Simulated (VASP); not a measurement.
A convergence study with VASP on WSe2 (2H layered): one setting is varied, all else stays as given below, so the limit is that of these other settings.

```
CELL_PARAMETERS angstrom
      1.64000    -2.84056     0.00000
      1.64000     2.84056     0.00000
      0.00000     0.00000    12.96000
ATOMIC_POSITIONS crystal
  W  0.33333 0.66667 0.25000
  W  0.66667 0.33333 0.75000
  Se 0.33333 0.66667 0.87900
  Se 0.66667 0.33333 0.37900
  Se 0.66667 0.33333 0.12100
  Se 0.33333 0.66667 0.62100
```

These are LDA (Ceperley-Alder, Perdew-Zunger), VASP's LDA PAW potentials (set 64) (plane waves; VASP) values and carry that method's errors. The tightest run used: 550 eV cut-off, 13×13×3 Monkhorst-Pack mesh, Gaussian smearing of 0.050 eV, potentials W_sv Se.

```tsv
setting	E (eV/atom)	pressure (GPa)	largest force (eV/Å)	irreducible k-points
1×1×1 mesh	-4.6052	20.44	4.073	1
2×2×1 mesh	-8.2113	-3.42	0.361	2
3×3×1 mesh	-8.0605	-2.21	0.494	3
4×4×1 mesh	-8.0653	-2.10	0.190	6
5×5×1 mesh	-8.0712	-2.19	0.213	5
6×6×1 mesh	-8.0715	-2.20	0.210	12
```

Problem. These are the cheaper rows. Estimate the results at 13×13×3 mesh, and how far the last row shown lies from them.

Solution. 
```
quantity              tightest run  last row shown is off by
--------------------  ------------  ------------------------
E (eV/atom)                -8.0794                    0.0079
pressure (GPa)               -2.38                      0.19
largest force (eV/Å)         0.175                     0.035
```

Left out are rungs that failed or repeat a setting and relaxations that didn't move; long series are thinned to 24 rows.

The compound is WSe2 in the 2H layered structure. The cell was not relaxed at this level, forces remain on its atoms.
